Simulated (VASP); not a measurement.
**MgS: energy against strain**

MgS (rock salt, Fm-3m, 17.355 Å³/atom and stress up to 0.03 GPa in the relaxed cell, cube axes along x, y and z) under a strain ε along a cube axis (axis z), the other axes held. PBEsol in VASP (plane waves, PAW), 480 eV, 10×10×10 Γ-centred mesh, Gaussian smearing 0.05 eV; ions are relaxed, or left where forces stay under 0.02 eV/Å, within the symmetry of each cell.

Here s stands for strain and y for E less E0.

| strain (%) | E less E0 (meV/atom) |
|---|---|
| -3.00 | ? |
| -1.50 | 2.03 |
| -1.00 | 0.89 |
| -0.50 | 0.22 |
| 0.00 | 0.00 |
| 0.50 | 0.19 |
| 1.00 | 0.78 |
| 1.50 | 1.74 |

The 7 complete rows are fitted with a parabola, y against s. Least squares gives y = -0.003 - 0.0800·s + 0.8390·s². Residuals (row less fit): 0.025, -0.026, -0.027, 0.003, 0.023, 0.024, -0.025; standard error 0.031 (degrees of freedom: 4). Twice the quadratic coefficient over the volume, 2 × 0.8390 meV × 10⁴ × 0.1602 / 17.355 Å³, is the elastic constant C11 = 155 ± 2 GPa (± standard error of the fit, which holds the terms cut off).

### Question
Predict the withheld y at s = -3.00 from the fit, and compare with the calculation.

### Answer
y = -0.003 - 0.0800 × (-3.0) + 0.8390 × (-3.0)² = 7.788 meV/atom. The calculation gives 8.54 meV/atom, 0.752 meV/atom above the prediction (8.8 % of the range of y in the table). The row lies outside the fitted rows, so this is an extrapolation. From the scatter of the fitted rows alone, a prediction at this place has a standard error of 0.117 meV/atom, so the miss is 6.4 times that.

A polynomial of degree 3 through the 12 other runs of the series gives 8.50 there, so most of the miss is curvature that the fit leaves out. Rows are the converged runs of the series near zero and its far end, less any whose ions stayed unrelaxed beside relaxed ones; series whose fitted rows scatter by over a few per cent of the range, as at a crossing or softening among them, aren't shown in this form. Most that stay on the fit to the last digits aren't either.
